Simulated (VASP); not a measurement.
These are LDA (Ceperley-Alder, Perdew-Zunger), VASP's LDA PAW potentials (set 64) (plane waves; VASP) values and carry that method's errors.

VASP ran on this input.

### INCAR
```
SYSTEM  =  CoAl
PREC  =  Accurate; ENCUT  =  500; LREAL  =  .FALSE.
LASPH  =  .TRUE.
EDIFF  =  1E-6; NELM  =  100; ALGO  =  Normal
LMAXMIX  =  4
ISMEAR  =  1; SIGMA  =  0.1
IBRION  =  2; NSW  =  40; ISIF  =  3
EDIFFG  =  -0.02; PSTRESS  =  450
LWAVE  =  .FALSE.; LCHARG  =  .FALSE.
```

### POSCAR
```
CoAl
1.0
  2.6921317071   0.0000000000   0.0000000000
  0.0000000000   2.6921317071   0.0000000000
  0.0000000000   0.0000000000   2.6921317071
Al Co
1 1
Cartesian
  1.3460658536   1.3460658536   1.3460658536
  0.0000000000   0.0000000000   0.0000000000
```

File KPOINTS:
```
Automatic mesh
0
Gamma
13 13 13
0 0 0
```

POTCAR, in this order: Al Co (LDA.64 set). Program: vasp_std.

The resulting files:

File OUTCAR:
```
 ion  position               nearest neighbor table
   1  0.500  0.500  0.500-   2 2.33   2 2.33   2 2.33   2 2.33   2 2.33   2 2.33   2 2.33   2 2.33
  LATTYP: Found a simple cubic cell.
 ALAT       =     2.6921317071
 Subroutine PRICEL returns:
 Original cell was already a primitive cell.
 Subroutine GETGRP returns: Found 48 space group operations
The static configuration has the point symmetry O_h .
The dynamic configuration has the point symmetry O_h .
 Subroutine INISYM returns: Found 48 space group operations
 Subroutine IBZKPT returns following result:
 Found     84 irreducible k-points:

 Following reciprocal coordinates:
            Coordinates               Weight
  0.000000  0.000000  0.000000      1.000000
  0.076923  0.000000  0.000000      6.000000
  0.153846  0.000000  0.000000      6.000000
  0.230769  0.000000  0.000000      6.000000
  0.307692  0.000000  0.000000      6.000000
  0.384615  0.000000  0.000000      6.000000
  0.461538  0.000000  0.000000      6.000000
  0.076923  0.076923  0.000000     12.000000
  0.153846  0.076923  0.000000     24.000000
  0.230769  0.076923  0.000000     24.000000
  0.307692  0.076923  0.000000     24.000000
  0.384615  0.076923  0.000000     24.000000
  0.461538  0.076923  0.000000     24.000000
  0.153846  0.153846  0.000000     12.000000
  0.230769  0.153846  0.000000     24.000000
  0.307692  0.153846  0.000000     24.000000
  0.384615  0.153846  0.000000     24.000000
  0.461538  0.153846  0.000000     24.000000
  0.230769  0.230769  0.000000     12.000000
  0.307692  0.230769  0.000000     24.000000
  0.384615  0.230769  0.000000     24.000000
  0.461538  0.230769  0.000000     24.000000
  0.307692  0.307692  0.000000     12.000000
  0.384615  0.307692  0.000000     24.000000
  0.461538  0.307692  0.000000     24.000000
  0.384615  0.384615  0.000000     12.000000
  0.461538  0.384615  0.000000     24.000000
  0.461538  0.461538  0.000000     12.000000
  0.076923  0.076923  0.076923      8.000000
  0.153846  0.076923  0.076923     24.000000
  0.230769  0.076923  0.076923     24.000000
  0.307692  0.076923  0.076923     24.000000
  0.384615  0.076923  0.076923     24.000000
  0.461538  0.076923  0.076923     24.000000
  0.153846  0.153846  0.076923     24.000000
  0.230769  0.153846  0.076923     48.000000
  0.307692  0.153846  0.076923     48.000000
  0.384615  0.153846  0.076923     48.000000
  0.461538  0.153846  0.076923     48.000000
  0.230769  0.230769  0.076923     24.000000
   k-points           NKPTS =     84   k-points in BZ     NKDIM =     84   number of bands    NBANDS=     10
   number of dos      NEDOS =    301   number of ions     NIONS =      2
   total plane-waves  NPLWV =   8000
   dimension x,y,z NGX =    20 NGY =   20 NGZ =   20
   dimension x,y,z NGXF=    40 NGYF=   40 NGZF=   40
   ions per type =               1   1
   PREC   = accura    normal or accurate (medium, high low for compatibility)
   ISTART =      0    job   : 0-new  1-cont  2-samecut
   ICHARG =      2    charge: 1-file 2-atom 10-const
   ISPIN  =      1    spin polarized calculation?
   LNONCOLLINEAR =      F non collinear calculations
   LSORBIT =      F    spin-orbit coupling
   INIWAV =      1    electr: 0-lowe 1-rand  2-diag
   ENCUT  =  500.0 eV  36.75 Ry    6.06 a.u.   4.91  4.91  4.91*2*pi/ulx,y,z
   NELM   =    100;   NELMIN=  2; NELMDL= -5     # of ELM steps
   EDIFF  = 0.1E-05   stopping-criterion for ELM
   LREAL  =      F    real-space projection
   NLSPLINE    = F    spline interpolate recip. space projectors
   LMAXMIX     =    4 max onsite mixed and CHGCAR
   VOSKOWN=      0    Vosko Wilk Nusair interpolation
...
```

### OSZICAR
```
       N       E                     dE             d eps       ncg     rms          rms(c)
DAV:   1     0.379216648752E+02    0.37922E+02   -0.53865E+03  1688   0.129E+03
DAV:   2    -0.138703376202E+02   -0.51792E+02   -0.49222E+02  1712   0.202E+02
DAV:   3    -0.151835765683E+02   -0.13132E+01   -0.13066E+01  1968   0.423E+01
DAV:   4    -0.152059012633E+02   -0.22325E-01   -0.22315E-01  1992   0.488E+00
DAV:   5    -0.152066309049E+02   -0.72964E-03   -0.72963E-03  1918   0.898E-01    0.139E+01
DAV:   6    -0.165574964541E+02   -0.13509E+01   -0.55159E+01  1868   0.121E+02    0.138E+01
DAV:   7    -0.135694599353E+02    0.29880E+01   -0.23658E+01  1860   0.764E+01    0.230E+00
DAV:   8    -0.135310671524E+02    0.38393E-01   -0.19042E-01  1826   0.437E+00    0.119E+00
DAV:   9    -0.135137821533E+02    0.17285E-01   -0.48609E-02  2122   0.312E+00    0.291E-01
DAV:  10    -0.135134315531E+02    0.35060E-03   -0.11675E-03  2380   0.542E-01    0.166E-01
DAV:  11    -0.135134143302E+02    0.17223E-04   -0.25794E-05  1874   0.478E-02    0.146E-02
DAV:  12    -0.135134092743E+02    0.50559E-05   -0.19715E-05  1946   0.719E-02    0.591E-03
DAV:  13    -0.135134092595E+02    0.14845E-07   -0.32157E-07   876   0.638E-03
   1 F= -.80332795E+01 E0= -.80330124E+01  d E =-.803328E+01
       N       E                     dE             d eps       ncg     rms          rms(c)
DAV:   1    -0.155339944108E+02   -0.20206E+01   -0.44225E+01  1818   0.123E+02    0.172E+01
DAV:   2    -0.161775070970E+02   -0.64351E+00   -0.71304E+01  1854   0.147E+02    0.137E+01
DAV:   3    -0.127404504581E+02    0.34371E+01   -0.27866E+01  1854   0.882E+01    0.304E+00
DAV:   4    -0.126822652489E+02    0.58185E-01   -0.26588E-01  1852   0.554E+00    0.201E+00
DAV:   5    -0.126412138348E+02    0.41051E-01   -0.12110E-01  2162   0.494E+00    0.594E-01
DAV:   6    -0.126405280715E+02    0.68576E-03   -0.37107E-03  1926   0.973E-01    0.202E-01
DAV:   7    -0.126405124577E+02    0.15614E-04   -0.17007E-04  2556   0.159E-01    0.617E-02
DAV:   8    -0.126405038476E+02    0.86100E-05   -0.37432E-05  1858   0.963E-02    0.692E-03
DAV:   9    -0.126405038495E+02   -0.18667E-08   -0.77385E-07  1020   0.124E-02
   2 F= -.78622042E+01 E0= -.78621257E+01  d E =0.171075E+00
       N       E                     dE             d eps       ncg     rms          rms(c)
DAV:   1    -0.147760047733E+02   -0.21355E+01   -0.23403E+01  1788   0.949E+01    0.104E+01
DAV:   2    -0.156038587211E+02   -0.82785E+00   -0.44623E+01  1956   0.108E+02    0.121E+01
DAV:   3    -0.133793127939E+02    0.22245E+01   -0.14539E+01  1884   0.657E+01    0.251E+00
DAV:   4    -0.133559997797E+02    0.23313E-01   -0.73531E-02  1714   0.320E+00    0.172E+00
DAV:   5    -0.133317884063E+02    0.24211E-01   -0.38020E-02  2480   0.215E+00    0.274E-01
DAV:   6    -0.133318072838E+02   -0.18878E-04   -0.89995E-04  2440   0.334E-01    0.105E-01
DAV:   7    -0.133317984007E+02    0.88831E-05   -0.72627E-05  2008   0.119E-01    0.256E-02
DAV:   8    -0.133317987843E+02   -0.38363E-06   -0.79493E-07  1032   0.132E-02
   3 F= -.80732983E+01 E0= -.80730595E+01  d E =-.400188E-01
       N       E                     dE             d eps       ncg     rms          rms(c)
DAV:   1    -0.133254464235E+02    0.63520E-02   -0.40970E-03  1808   0.122E+00    0.149E-01
DAV:   2    -0.133256373744E+02   -0.19095E-03   -0.83820E-03  1874   0.151E+00    0.165E-01
DAV:   3    -0.133251883110E+02    0.44906E-03   -0.32231E-03  1858   0.951E-01    0.246E-02
DAV:   4    -0.133251791384E+02    0.91726E-05   -0.22729E-05  1804   0.564E-02    0.295E-03
DAV:   5    -0.133251791005E+02    0.37935E-07   -0.57551E-07   880   0.105E-02
   4 F= -.80733447E+01 E0= -.80731074E+01  d E =-.400652E-01
```

OUTCAR:
```
------------------------ aborting loop because EDIFF is reached ----------------------------------------
  FORCE on cell =-STRESS in cart. coord.  units (eV):
  Direction    XX          YY          ZZ          XY          YZ          ZX
  --------------------------------------------------------------------------------------
  Total        5.2448702      5.2448702      5.2448702      0.0000000      0.0000000     -0.0000000
  in kB      449.4032807    449.4032807    449.4032807      0.0000000      0.0000000     -0.0000000
  external PRESSURE =      -0.5967193 kB  Pullay stress =     450.0000000 kB
  volume of cell :       18.70
      direct lattice vectors                 reciprocal lattice vectors
     2.654216611  0.000000000 -0.000000000     0.376759001  0.000000000 -0.000000000
     0.000000000  2.654216611  0.000000000    -0.000000000  0.376759001 -0.000000000
     0.000000000  0.000000000  2.654216611     0.000000000  0.000000000  0.376759001
 POSITION                                       TOTAL-FORCE (eV/Angst)
 -----------------------------------------------------------------------------------
      1.32711      1.32711      1.32711         0.000000      0.000000      0.000000
      0.00000      0.00000      0.00000        -0.000000     -0.000000      0.000000
 -----------------------------------------------------------------------------------
    total drift:                               -0.000000      0.000000     -0.000000
  FREE ENERGIE OF THE ION-ELECTRON SYSTEM (eV)
  ---------------------------------------------------
  free  energy   TOTEN  =       -13.3251791005 eV

  energy  without entropy=      -13.3244669816  energy(sigma->0) =      -13.32494173
  enthalpy is  TOTEN    =        -8.0733447453 eV   P V=        5.2518343552

 reached required accuracy - stopping structural energy minimisation
```
(Selected blocks of OUTCAR.)

File CONTCAR:
```
CoAl
   1.00000000000000
     2.6542166110306149    0.0000000000000000   -0.0000000000000000
     0.0000000000000000    2.6542166110306149    0.0000000000000000
     0.0000000000000000    0.0000000000000000    2.6542166110306149
  Al              Co
     1     1
Direct
     0.5000000000000000    0.5000000000000000    0.5000000000000000
     0.0000000000000000    0.0000000000000000    0.0000000000000000
```

### OUTCAR
```
 val. band max:       13.4136159727   @ k =   0.4615   0.3846   0.0000

 cond. band min:      13.4778132855   @ k =   0.4615   0.3846   0.0769


 Fermi energy:        13.4420933800

 k-point     1 :       0.0000    0.0000    0.0000
  band No.  band energies     occupation
      1       0.9423      2.00000
      2       9.3521      2.00000
      3       9.3521      2.00000
      4      12.3582      2.00000
      5      12.3582      2.00000
      6      12.3582      2.00000
      7      20.5916      0.00000
      8      20.5916      0.00000
      9      20.5916      0.00000
     10      23.1970      0.00000

 k-point     2 :       0.0769    0.0000    0.0000
  band No.  band energies     occupation
      1       1.0732      2.00000
      2       9.3537      2.00000
      3       9.3938      2.00000
      4      12.2785      2.00000
      5      12.2785      2.00000
      6      12.3673      2.00000
      7      19.3907      0.00000
      8      20.7722      0.00000
      9      20.7722      0.00000
     10      23.1485      0.00000

 k-point     3 :       0.1538    0.0000    0.0000
  band No.  band energies     occupation
      1       1.4620      2.00000
      2       9.3214      2.00000
      3       9.5117      2.00000
      4      12.0689      2.00000
      5      12.0689      2.00000
      6      12.3926      2.00000
      7      17.5446      0.00000
      8      21.2851      0.00000
      9      21.2851      0.00000
     10      23.0071      0.00000

 k-point     4 :       0.2308    0.0000    0.0000
  band No.  band energies     occupation
      1       2.0973      2.00000
      2       9.1384      2.00000
      3       9.6845      2.00000
      4      11.7969      2.00000
      5      11.7969      2.00000
      6      12.4284      2.00000
      7      15.8895      0.00000
      8      22.0635      0.00000
      9      22.0635      0.00000
     10      22.7891      0.00000

 k-point     5 :       0.3077    0.0000    0.0000
...
```

Energy and stress use the plane-wave basis of the starting cell.

The compound is CoAl in the CsCl type structure. This run relaxes it under an external pressure of 45 GPa. Symmetry was kept, so distortions that lower it aren't found. The run is not spin-polarised, so no magnetic state was tried.
